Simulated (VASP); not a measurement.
Data:

```
AlNi3
1.0
    3.51776     0.00000     0.00000
    0.00000     3.51776     0.00000
    0.00000     0.00000     3.51776
Al Ni
1 3
Direct
  0.00000   0.00000   0.00000
  0.00000   0.50000   0.50000
  0.50000   0.00000   0.50000
  0.50000   0.50000   0.00000
```
Starting moments (μB, in the order of the record's atoms Al Ni Ni Ni): 0.0 0.2 0.2 0.2.

These are AM05 GGA, VASP's PBE PAW potentials (set 64) (plane waves; VASP) values and carry that method's errors. Run with 520 eV cut-off, 10×10×10 Γ-centred mesh, tetrahedra with Blöchl corrections, potentials Al Ni.

Question: Predict the cell moment, energy per atom (σ→0), band gap (on the k-mesh) with the smallest direct gap where there is one.

Answer: 
```
Property                                                    Result
------------------------  ----------------------------------------
band gap (on the k-mesh)  none (metal, semimetal or under 0.01 eV)
cell moment                                                0.00 μB
energy per atom (σ→0)                               -5.870 eV/atom
```

The compound is Ni3Al in the L1_2 structure. It was relaxed first.
